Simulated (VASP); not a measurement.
OSZICAR of a VASP run on YZn (space group Pm-3m):

OSZICAR:
```
       N       E                     dE             d eps       ncg     rms          rms(c)
DAV:   1     0.896316167111E+02    0.89632E+02   -0.10210E+04  2520   0.150E+03
DAV:   2    -0.614575999396E+01   -0.95777E+02   -0.94660E+02  2933   0.296E+02
DAV:   3    -0.956122882809E+01   -0.34155E+01   -0.33833E+01  3329   0.548E+01
DAV:   4    -0.963578807352E+01   -0.74559E-01   -0.74547E-01  3439   0.668E+00
DAV:   5    -0.963660457337E+01   -0.81650E-03   -0.81632E-03  3357   0.614E-01    0.307E+01
DAV:   6    -0.919581095409E+01    0.44079E+00   -0.13819E+00  3171   0.182E+01    0.183E+01
DAV:   7    -0.914899732169E+01    0.46814E-01   -0.81361E-01  3752   0.823E+00    0.392E+00
DAV:   8    -0.912898054234E+01    0.20017E-01   -0.14283E-01  3136   0.510E+00    0.853E-01
DAV:   9    -0.912483770557E+01    0.41428E-02   -0.40055E-02  2933   0.156E+00    0.164E-01
DAV:  10    -0.912467406814E+01    0.16364E-03   -0.32917E-03  3064   0.428E-01    0.527E-02
DAV:  11    -0.912466134361E+01    0.12725E-04   -0.15717E-04  3486   0.126E-01    0.346E-02
DAV:  12    -0.912466325602E+01   -0.19124E-05   -0.22639E-05  3632   0.310E-02    0.255E-02
DAV:  13    -0.912466201923E+01    0.12368E-05   -0.64528E-06  3136   0.211E-02    0.119E-03
DAV:  14    -0.912466210558E+01   -0.86344E-07   -0.36020E-07  2719   0.467E-03
   1 F= -.91246621E+01 E0= -.91246621E+01  d E =0.000000E+00
```

Which electronic solver shows in the log?

It is blocked Davidson (ALGO = Normal, or the opening steps of other solvers). The INCAR had ALGO = Normal.

Can the final energy be trusted as converged?

The calculation finished and met its thresholds. It stopped with EDIFF = 1E-7, NELM = 100 (PBEsol GGA, plane waves, VASP's PBE PAW potentials (set 64)).

The structure comes from a measured YZn entry (Pm-3m) of the Crystallography Open Database, whose conditions weren't checked. It was relaxed first. The electron count is odd and the run is not spin-polarised, which forces a metal.
